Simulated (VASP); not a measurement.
These are PBE GGA, VASP's PBE PAW potentials (set 64) (plane waves; VASP 6.6.1) values and carry that method's errors.

VASP ran on this input.

KPOINTS:
```
Automatic mesh
0
Gamma
1 1 1
0 0 0
```

File POSCAR:
```
Ga35MgN36
1
    4.8683178927    -8.4321738171     0.0000000000
    4.8683178927     8.4321738171     0.0000000000
    0.0000000000     0.0000000000    10.5562839806
Ga N Mg
35 36 1
Direct
  0.2222220000   0.1111110000   0.2500000000
  0.1111110000   0.2222220000   0.0000000000
  0.2222220000   0.1111110000   0.7500000000
  0.1075820000   0.2211740000   0.4992540000
  0.2161800000   0.4414330000   0.2457970000
  0.1111110000   0.5555560000   0.0000000000
  0.2260990000   0.4435850000   0.7485860000
  0.1102450000   0.5540330000   0.5045960000
  0.2222220000   0.7777780000   0.2500000000
  0.1111110000   0.8888890000   0.0000000000
  0.2222220000   0.7777780000   0.7500000000
  0.1111110000   0.8888890000   0.5000000000
  0.5555560000   0.1111110000   0.2500000000
  0.4444440000   0.2222220000   0.0000000000
  0.5555560000   0.1111110000   0.7500000000
  0.4461440000   0.2185300000   0.4976840000
  0.5575120000   0.4476160000   0.2539430000
  0.4444440000   0.5555560000   0.0000000000
  0.5498240000   0.4400290000   0.7534860000
  0.5602940000   0.7819460000   0.2489580000
  0.4444440000   0.8888890000   0.0000000000
  0.5493940000   0.7740510000   0.7528080000
  0.4446970000   0.8860930000   0.4977150000
  0.8888890000   0.1111110000   0.2500000000
  0.7777780000   0.2222220000   0.0000000000
  0.8888890000   0.1111110000   0.7500000000
  0.7777780000   0.2222220000   0.5000000000
  0.8888890000   0.4444440000   0.2500000000
  0.7777780000   0.5555560000   0.0000000000
  0.8888890000   0.4444440000   0.7500000000
  0.7758290000   0.5530480000   0.4974090000
  0.8888890000   0.7777780000   0.2500000000
  0.7777780000   0.8888890000   0.0000000000
  0.8888890000   0.7777780000   0.7500000000
  0.7772860000   0.8904000000   0.5000870000
  0.2222220000   0.1111110000   0.4385000000
  0.1111110000   0.2222220000   0.1885000000
  0.2222220000   0.1111110000   0.9385000000
  0.1111110000   0.2222220000   0.6885000000
  0.2230530000   0.4445900000   0.4340300000
  0.1111110000   0.5555560000   0.1885000000
  0.2222220000   0.4444440000   0.9385000000
  0.1111110000   0.5555560000   0.6885000000
  0.2222220000   0.7777780000   0.4385000000
  0.1111110000   0.8888890000   0.1885000000
  0.2222220000   0.7777780000   0.9385000000
  0.1111110000   0.8888890000   0.6885000000
  0.5555560000   0.1111110000   0.4385000000
  0.4444440000   0.2222220000   0.1885000000
  0.5555560000   0.1111110000   0.9385000000
  0.4444440000   0.2222220000   0.6885000000
  0.5519610000   0.4441200000   0.4357410000
  0.4444440000   0.5555560000   0.1885000000
  0.5555560000   0.4444440000   0.9385000000
  0.4470490000   0.5578830000   0.6904340000
  0.5553230000   0.7724720000   0.4391340000
  0.4444440000   0.8888890000   0.1885000000
  0.5555560000   0.7777780000   0.9385000000
  0.4444440000   0.8888890000   0.6885000000
  0.8888890000   0.1111110000   0.4385000000
  0.7777780000   0.2222220000   0.1885000000
  0.8888890000   0.1111110000   0.9385000000
  0.7777780000   0.2222220000   0.6885000000
  0.8888890000   0.4444440000   0.4385000000
  0.7777780000   0.5555560000   0.1885000000
  0.8888890000   0.4444440000   0.9385000000
  0.7777780000   0.5555560000   0.6885000000
  0.8888890000   0.7777780000   0.4385000000
  0.7777780000   0.8888890000   0.1885000000
  0.8888890000   0.7777780000   0.9385000000
  0.7777780000   0.8888890000   0.6885000000
  0.4397140000   0.5552520000   0.4992920000
```

INCAR:
```
ALGO = Fast
EDIFF = 1E-5
EDIFFG = -0.03
ENCUT = 400
GGA = PE
IBRION = 2
ISIF = 2
ISMEAR = 0
ISPIN = 2
ISYM = 0
LASPH = T
LCHARG = F
LMAXMIX = 4
LORBIT = 10
LREAL = Auto
LWAVE = T
MAGMOM = 72*0.0139
NELM = 100
NELMIN = 4
NSW = 60
NUPDOWN = 1
PREC = Normal
SIGMA = 0.05
SYSTEM = Ga35MgN36
```

POTCAR, in this order: Ga N Mg (PBE.64 set). Program: vasp_gam.

The resulting files:

### OSZICAR
```
...
RMM:  17    -0.430339660974E+03   -0.79931E-05   -0.29025E-05   519   0.102E-02
   1 F= -.43033966E+03 E0= -.43032491E+03  d E =-.430340E+03  mag=     1.0000
       N       E                     dE             d eps       ncg     rms          rms(c)
DAV:   1    -0.430623128530E+03   -0.28348E+00   -0.15460E+02   776   0.284E+01    0.267E+00
RMM:   2    -0.430804496779E+03   -0.18137E+00   -0.28170E+00   724   0.362E+00    0.130E+00
RMM:   3    -0.430783775983E+03    0.20721E-01   -0.34974E-01   743   0.125E+00    0.794E-01
RMM:   4    -0.430769998571E+03    0.13777E-01   -0.12081E-01   726   0.640E-01    0.336E-01
RMM:   5    -0.430772610292E+03   -0.26117E-02   -0.30964E-02   820   0.312E-01    0.174E-01
RMM:   6    -0.430772883982E+03   -0.27369E-03   -0.42433E-03   751   0.128E-01    0.104E-01
RMM:   7    -0.430772995445E+03   -0.11146E-03   -0.11710E-03   819   0.600E-02    0.536E-02
RMM:   8    -0.430773013973E+03   -0.18528E-04   -0.18493E-04   759   0.276E-02    0.212E-02
RMM:   9    -0.430773020998E+03   -0.70252E-05   -0.48039E-05   575   0.140E-02
   2 F= -.43077302E+03 E0= -.43075754E+03  d E =-.433360E+00  mag=     1.0000
       N       E                     dE             d eps       ncg     rms          rms(c)
DAV:   1    -0.430828043113E+03   -0.55029E-01   -0.11197E+01   776   0.787E+00    0.683E-01
RMM:   2    -0.430838981995E+03   -0.10939E-01   -0.19015E-01   724   0.920E-01    0.336E-01
RMM:   3    -0.430837391593E+03    0.15904E-02   -0.25757E-02   738   0.332E-01    0.205E-01
RMM:   4    -0.430836706022E+03    0.68557E-03   -0.75181E-03   729   0.161E-01    0.950E-02
RMM:   5    -0.430836852537E+03   -0.14652E-03   -0.20103E-03   818   0.789E-02    0.478E-02
RMM:   6    -0.430836879028E+03   -0.26491E-04   -0.26126E-04   738   0.320E-02    0.249E-02
RMM:   7    -0.430836885863E+03   -0.68350E-05   -0.67805E-05   588   0.146E-02
   3 F= -.43083689E+03 E0= -.43082139E+03  d E =-.497225E+00  mag=     1.0000
       N       E                     dE             d eps       ncg     rms          rms(c)
DAV:   1    -0.430878258263E+03   -0.41379E-01   -0.95856E+00   776   0.767E+00    0.594E-01
RMM:   2    -0.430889585767E+03   -0.11328E-01   -0.16614E-01   724   0.887E-01    0.289E-01
RMM:   3    -0.430889684714E+03   -0.98947E-04   -0.22853E-02   750   0.317E-01    0.188E-01
RMM:   4    -0.430888995806E+03    0.68891E-03   -0.52144E-03   726   0.150E-01    0.769E-02
RMM:   5    -0.430889086063E+03   -0.90257E-04   -0.14606E-03   786   0.744E-02    0.365E-02
RMM:   6    -0.430889101188E+03   -0.15125E-04   -0.29467E-04   775   0.327E-02    0.227E-02
RMM:   7    -0.430889105939E+03   -0.47508E-05   -0.55894E-05   583   0.147E-02
   4 F= -.43088911E+03 E0= -.43087355E+03  d E =-.522201E-01  mag=     1.0000
       N       E                     dE             d eps       ncg     rms          rms(c)
DAV:   1    -0.430889510370E+03   -0.40918E-03   -0.12492E-01   872   0.874E-01    0.697E-02
RMM:   2    -0.430889665667E+03   -0.15530E-03   -0.21947E-03   724   0.102E-01    0.333E-02
RMM:   3    -0.430889672438E+03   -0.67715E-05   -0.32719E-04   763   0.370E-02    0.219E-02
RMM:   4    -0.430889664882E+03    0.75564E-05   -0.64523E-05   678   0.170E-02
   5 F= -.43088966E+03 E0= -.43087411E+03  d E =-.527790E-01  mag=     1.0000
       N       E                     dE             d eps       ncg     rms          rms(c)
DAV:   1    -0.430897806227E+03   -0.81338E-02   -0.29118E+00   744   0.424E+00    0.294E-01
RMM:   2    -0.430901293461E+03   -0.34872E-02   -0.47518E-02   724   0.463E-01    0.134E-01
RMM:   3    -0.430901475505E+03   -0.18204E-03   -0.69171E-03   760   0.171E-01    0.948E-02
RMM:   4    -0.430901273729E+03    0.20178E-03   -0.13652E-03   728   0.775E-02    0.403E-02
RMM:   5    -0.430901288898E+03   -0.15169E-04   -0.40429E-04   780   0.395E-02    0.178E-02
RMM:   6    -0.430901293833E+03   -0.49355E-05   -0.83792E-05   669   0.173E-02
   6 F= -.43090129E+03 E0= -.43088594E+03  d E =-.116290E-01  mag=     1.0000
       N       E                     dE             d eps       ncg     rms          rms(c)
DAV:   1    -0.430901450175E+03   -0.16128E-03   -0.69886E-02   840   0.658E-01    0.472E-02
RMM:   2    -0.430901540492E+03   -0.90317E-04   -0.11803E-03   724   0.731E-02    0.226E-02
RMM:   3    -0.430901547334E+03   -0.68418E-05   -0.18331E-04   746   0.275E-02    0.161E-02
RMM:   4    -0.430901542935E+03    0.43994E-05   -0.31860E-05   507   0.120E-02
   7 F= -.43090154E+03 E0= -.43088622E+03  d E =-.118781E-01  mag=     1.0000
       N       E                     dE             d eps       ncg     rms          rms(c)
DAV:   1    -0.430903412500E+03   -0.18652E-02   -0.68698E-01   744   0.212E+00    0.151E-01
RMM:   2    -0.430904329416E+03   -0.91692E-03   -0.11984E-02   724   0.239E-01    0.684E-02
RMM:   3    -0.430904404638E+03   -0.75222E-04   -0.19065E-03   780   0.886E-02    0.491E-02
RMM:   4    -0.430904353252E+03    0.51386E-04   -0.33832E-04   729   0.400E-02    0.182E-02
RMM:   5    -0.430904357812E+03   -0.45607E-05   -0.89691E-05   723   0.191E-02
   8 F= -.43090436E+03 E0= -.43088896E+03  d E =-.281488E-02  mag=     1.0000
       N       E                     dE             d eps       ncg     rms          rms(c)
DAV:   1    -0.430904380331E+03   -0.27080E-04   -0.12511E-02   872   0.286E-01    0.224E-02
RMM:   2    -0.430904400991E+03   -0.20659E-04   -0.24853E-04   722   0.348E-02    0.111E-02
RMM:   3    -0.430904403111E+03   -0.21199E-05   -0.40070E-05   539   0.133E-02    0.791E-03
RMM:   4    -0.430904402417E+03    0.69363E-06   -0.80806E-06   434   0.626E-03
   9 F= -.43090440E+03 E0= -.43088899E+03  d E =-.285948E-02  mag=     1.0000
       N       E                     dE             d eps       ncg     rms          rms(c)
DAV:   1    -0.430905313153E+03   -0.91004E-03   -0.28331E-01   744   0.134E+00    0.896E-02
RMM:   2    -0.430905634928E+03   -0.32178E-03   -0.44372E-03   724   0.147E-01    0.438E-02
RMM:   3    -0.430905672250E+03   -0.37322E-04   -0.79012E-04   799   0.559E-02    0.318E-02
RMM:   4    -0.430905651718E+03    0.20532E-04   -0.11387E-04   727   0.237E-02    0.125E-02
RMM:   5    -0.430905651213E+03    0.50462E-06   -0.30989E-05   479   0.118E-02
  10 F= -.43090565E+03 E0= -.43089022E+03  d E =-.124880E-02  mag=     1.0000
       N       E                     dE             d eps       ncg     rms          rms(c)
DAV:   1    -0.430905670146E+03   -0.18428E-04   -0.11382E-02   856   0.268E-01    0.191E-02
RMM:   2    -0.430905684816E+03   -0.14670E-04   -0.19309E-04   722   0.309E-02    0.946E-03
RMM:   3    -0.430905686741E+03   -0.19253E-05   -0.33639E-05   516   0.119E-02    0.686E-03
RMM:   4    -0.430905686189E+03    0.55177E-06   -0.61287E-06   433   0.533E-03
  11 F= -.43090569E+03 E0= -.43089025E+03  d E =-.128377E-02  mag=     1.0000
       N       E                     dE             d eps       ncg     rms          rms(c)
DAV:   1    -0.430905931547E+03   -0.24481E-03   -0.19654E-01   744   0.112E+00    0.819E-02
RMM:   2    -0.430906192015E+03   -0.26047E-03   -0.33391E-03   724   0.128E-01    0.387E-02
RMM:   3    -0.430906223515E+03   -0.31500E-04   -0.57811E-04   796   0.479E-02    0.266E-02
RMM:   4    -0.430906210978E+03    0.12537E-04   -0.82596E-05   720   0.202E-02    0.108E-02
RMM:   5    -0.430906210989E+03   -0.10999E-07   -0.20677E-05   455   0.974E-03
  12 F= -.43090621E+03 E0= -.43089083E+03  d E =-.524800E-03  mag=     1.0000
       N       E                     dE             d eps       ncg     rms          rms(c)
DAV:   1    -0.430906228180E+03   -0.17202E-04   -0.73552E-03   776   0.217E-01    0.155E-02
RMM:   2    -0.430906236827E+03   -0.86473E-05   -0.11758E-04   705   0.240E-02    0.716E-03
RMM:   3    -0.430906237370E+03   -0.54272E-06   -0.16244E-05   450   0.873E-03    0.451E-03
RMM:   4    -0.430906237015E+03    0.35544E-06   -0.31014E-06   426   0.377E-03
  13 F= -.43090624E+03 E0= -.43089085E+03  d E =-.550825E-03  mag=     1.0000
```

**OUTCAR**
```
------------------------ aborting loop because EDIFF is reached ----------------------------------------
  FORCE on cell =-STRESS in cart. coord.  units (eV):
  Direction    XX          YY          ZZ          XY          YZ          ZX
  --------------------------------------------------------------------------------------
  Total       -7.7296422     -7.2543912    -15.6961267     -0.0333964     -0.0228220     -0.0131836
  in kB      -14.2892828    -13.4107176    -29.0164006     -0.0617378     -0.0421895     -0.0243717
  external PRESSURE =     -18.9054670 kB  Pullay stress =       0.0000000 kB
  volume of cell :      866.68
      direct lattice vectors                 reciprocal lattice vectors
     4.868317893 -8.432173817  0.000000000     0.102704879 -0.059296690  0.000000000
     4.868317893  8.432173817  0.000000000     0.102704879  0.059296690  0.000000000
     0.000000000  0.000000000 10.556283981     0.000000000  0.000000000  0.094730305
  FREE ENERGIE OF THE ION-ELECTRON SYSTEM (eV)
  ---------------------------------------------------
  free  energy   TOTEN  =      -430.9062370146 eV

  energy  without entropy=     -430.8754617022  energy(sigma->0) =     -430.89084936

 total charge

# of ion       s       p       d       tot
------------------------------------------
    1        0.988   1.348   0.357   2.693
    2        0.989   1.353   0.360   2.702
    3        0.988   1.350   0.358   2.697
    4        0.992   1.363   0.363   2.718
    5        0.989   1.352   0.359   2.700
    6        0.989   1.354   0.360   2.703
    7        0.988   1.354   0.362   2.704
    8        0.992   1.363   0.363   2.718
    9        0.988   1.348   0.357   2.693
   10        0.988   1.346   0.357   2.691
   11        0.988   1.350   0.358   2.696
   12        0.989   1.347   0.357   2.694
   13        0.988   1.346   0.356   2.690
   14        0.989   1.354   0.360   2.703
   15        0.988   1.348   0.358   2.694
   16        0.992   1.363   0.363   2.718
   17        0.989   1.352   0.359   2.701
   18        0.985   1.334   0.352   2.671
   19        0.988   1.353   0.362   2.703
   20        0.989   1.352   0.359   2.700
   21        0.989   1.353   0.360   2.702
   22        0.988   1.353   0.362   2.703
   23        0.992   1.362   0.363   2.717
   24        0.988   1.346   0.356   2.690
   25        0.988   1.347   0.357   2.692
   26        0.988   1.350   0.358   2.696
   27        0.988   1.346   0.355   2.688
   28        0.988   1.347   0.356   2.692
   29        0.989   1.354   0.360   2.703
   30        0.988   1.349   0.358   2.695
   31        0.992   1.362   0.363   2.717
   32        0.988   1.348   0.357   2.693
   33        0.989   1.354   0.360   2.703
   34        0.988   1.349   0.358   2.696
   35        0.992   1.364   0.363   2.719
   36        1.231   2.446   0.000   3.677
   37        1.231   2.449   0.000   3.680
   38        1.230   2.451   0.000   3.681
   39        1.230   2.447   0.000   3.678
   40        1.234   2.460   0.000   3.694
   41        1.231   2.449   0.000   3.680
   42        1.231   2.451   0.000   3.682
   43        1.230   2.448   0.000   3.678
   44        1.231   2.445   0.000   3.676
   45        1.231   2.449   0.000   3.679
   46        1.230   2.451   0.000   3.681
   47        1.230   2.450   0.000   3.680
   48        1.234   2.445   0.000   3.679
   49        1.231   2.449   0.000   3.680
   50        1.230   2.451   0.000   3.681
   51        1.230   2.448   0.000   3.678
   52        1.235   2.460   0.000   3.694
   53        1.232   2.436   0.000   3.668
   54        1.231   2.451   0.000   3.682
   55        1.230   2.468   0.000   3.698
   56        1.235   2.459   0.000   3.694
   57        1.231   2.449   0.000   3.680
   58        1.231   2.451   0.000   3.682
   59        1.230   2.448   0.000   3.678
   60        1.235   2.445   0.000   3.679
   61        1.230   2.448   0.000   3.679
   62        1.230   2.451   0.000   3.681
   63        1.230   2.450   0.000   3.680
   64        1.234   2.445   0.000   3.680
   65        1.231   2.450   0.000   3.681
   66        1.230   2.451   0.000   3.681
   67        1.230   2.448   0.000   3.678
   68        1.231   2.446   0.000   3.677
   69        1.231   2.449   0.000   3.680
   70        1.230   2.451   0.000   3.681
   71        1.230   2.447   0.000   3.678
   72        0.181   0.198   0.070   0.449
--------------------------------------------------
tot         79.116 135.707  12.638 227.460

 magnetization (x)

# of ion       s       p       d       tot
------------------------------------------
    1       -0.001  -0.001   0.003   0.001
    2       -0.001  -0.001   0.002   0.001
    3       -0.001  -0.000   0.002   0.001
    4       -0.002   0.000   0.006   0.004
    5       -0.002  -0.002   0.005   0.001
    6       -0.001  -0.001   0.002   0.001
    7       -0.001   0.000   0.003   0.003
    8       -0.002  -0.000   0.006   0.004
    9       -0.001  -0.001   0.003   0.001
...
```
(Selected blocks of OUTCAR.)

**CONTCAR**
```
Ga35MgN36
   1.00000000000000
     4.8683178927000004   -8.4321738171000007    0.0000000000000000
     4.8683178927000004    8.4321738171000007    0.0000000000000000
     0.0000000000000000    0.0000000000000000   10.5562839805999999
  Ga              N               Mg
    35    36     1
Direct
     0.2220503057895587    0.1109985053612733    0.2502492440900799
     0.1109298806859589    0.2218699619610894    0.9997698111517940
     0.2220908872505927    0.1108917105431388    0.7495698345729893
     0.1108543110361228    0.2229274019044444    0.4996989766636981
     0.2203536571551398    0.4436144254024420    0.2506753166908116
     0.1108042032985769    0.5556324415170296    0.9996949476887564
     0.2239279995104719    0.4451919881872946    0.7507376697639538
     0.1104845606638565    0.5537418592010179    0.4997417654804410
     0.2221428015807679    0.7776714297819897    0.2503703569990574
     0.1110459880927969    0.8887436634337219    0.9997204971216573
     0.2221741820040784    0.7774046125386563    0.7495601139645377
     0.1108614695395192    0.8884220908859765    0.4999889125154118
     0.5554220978269770    0.1110487645559149    0.2505909579428336
     0.4443248111040978    0.2219842789919087    0.9999425316208815
     0.5552817730194919    0.1106537154648288    0.7498724493199656
     0.4451025429824463    0.2229229771463943    0.4997743929007377
     0.5559716338260710    0.4436020713262304    0.2509466136064695
     0.4443472646565783    0.5554404468721200    0.9997451738073212
     0.5541528347238704    0.4450294008949982    0.7506914737317829
     0.5563935643533112    0.7791946446873304    0.2508221699690050
     0.4443756839724492    0.8889570477487538    0.0000413835584630
     0.5542560420562801    0.7751979816090676    0.7507025395483409
     0.4453912745512327    0.8883160001929923    0.4998695614954121
     0.8888644621426638    0.1109307857984694    0.2504463952630717
     0.7777341691090599    0.2222183448660918    0.9999855807046238
     0.8887258368389679    0.1109243776257238    0.7496712370607769
     0.7774864481018118    0.2218975587586141    0.4996445542351945
     0.8887292733656741    0.4446319788454641    0.2505072453596899
     0.7778150988998097    0.5555587036008777    0.0001191289957298
     0.8886417696433330    0.4442556261284428    0.7498352188769820
     0.7757686874666337    0.5539216729953002    0.4998969224515060
     0.8888812789114193    0.7778301338154084    0.2504183122012408
     0.7780583538741002    0.8890323765715077    0.9996659483476811
     0.8883096454680306    0.7772931183925970    0.7497233700500920
     0.7761477140024612    0.8882533901817474    0.4998154254939065
     0.2218225356215396    0.1105817973112960    0.4385195460292744
     0.1105748464125742    0.2211853320658148    0.1875455397754660
     0.2221299727023208    0.1107629788495233    0.9378421184519858
     0.1108798144018464    0.2219381558895615    0.6885015372594357
     0.2131209050851374    0.4396210514064970    0.4357879185021201
     0.1103836511405142    0.5560582280146532    0.1876166440915149
     0.2211105083806657    0.4438777094183594    0.9396178935307371
     0.1107273653816183    0.5551950009822931    0.6884928878823965
     0.2219544068686020    0.7772697964309205    0.4386090198590669
     0.1110703559740649    0.8887798420795435    0.1882715630755362
     0.2221843971127727    0.7778405365729049    0.9378636144950375
     0.1107577831949101    0.8884394487671008    0.6882321421875947
     0.5551033017621911    0.1105960140071837    0.4385742644625351
     0.4438352427768821    0.2212393306003220    0.1878025325047235
     0.5557078131540566    0.1111410701357665    0.9381620432556770
     0.4442306737363425    0.2217043141264940    0.6885412394010866
     0.5589150088612117    0.4397698618695911    0.4360306586138409
     0.4441554335794721    0.5554876285834865    0.1888056114263139
     0.5559286490992836    0.4438473723838751    0.9396405178693962
     0.4440458141310624    0.5550701721748313    0.6942910238072624
     0.5593256865336762    0.7853221853608423    0.4359644995335378
     0.4439360536238430    0.8892791089785455    0.1878818590514286
     0.5559901245989501    0.7786582340572867    0.9396080562857241
     0.4443518992563021    0.8885502046503472    0.6885274456430654
     0.8884837141722807    0.1105097792315849    0.4384490985024338
     0.7777596005839290    0.2222709268968494    0.1884668054026664
     0.8886723778325952    0.1111784024578868    0.9379193696464747
     0.7775630733953879    0.2219949296696664    0.6879984960815456
     0.8882771536882551    0.4441939851106301    0.4384681643906944
     0.7784190028648750    0.5560946972757531    0.1878863279189276
     0.8885947320525949    0.4442097685447905    0.9380941343844196
     0.7773512745996659    0.5551100985796972    0.6886180544383059
     0.8885767920965124    0.7773703232468379    0.4386627510906926
     0.7787611955630341    0.8892930158558963    0.1875546886742878
     0.8889680276810950    0.7776912487718181    0.9379710043885530
     0.7775267030834914    0.8887052966711995    0.6885646642627116
     0.4435316014922184    0.5547676651814920    0.4990642305785715
```

At this cut-off the stress carries a Pulay error, which pulls relaxed volumes low. The supercell is sampled at Γ alone, which is coarse: total energies, pressure and levels can be off, energies of defects by several tenths of an eV.

The cell is a supercell with a defect, built from GaN (wurtzite): Mg_Ga.
